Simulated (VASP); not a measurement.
Here is the system:

```xyz
10
Lattice="4.9136 0.0000 0.0000 3.2757 3.6624 0.0000 0.0000 0.0000 23.8299" Properties=species:S:1:pos:R:3 pbc="T T T"
Al     5.1543     2.3051     7.9573
Al     7.6255     3.4102     8.6368
Al     1.9413     0.8682     9.6545
Al     4.4038     1.9694    10.5574
Al     6.9425     3.1048    11.4516
Al     1.2468     0.5576    12.3783
Al     3.7855     1.6929    13.2725
Al     6.2480     2.7942    14.1754
Al     0.5638     0.2521    15.1931
Al     3.0350     1.3573    15.8726
```

The numbers are results of PBEsol GGA, VASP's PBE PAW potentials (set 64) (plane waves; VASP 6.6.1), not measurements. Numerical set-up: PREC = Normal, 400 eV cut-off, 8×8×1 Γ-centred mesh, first-order Methfessel-Paxton smearing of 0.10 eV, potentials Al.

Question: Predict the energy per atom (σ→0), band gap (on the k-mesh) with the smallest direct gap where there is one.

Answer: 
```yaml
band gap (on the k-mesh): none (metal, semimetal or under 0.01 eV)
energy per atom (σ→0): -3.823 eV/atom
```

Only differences to runs with the same potentials and settings are physical.

The cell is a thin slab with vacuum, built from Al (fcc): (210) face.
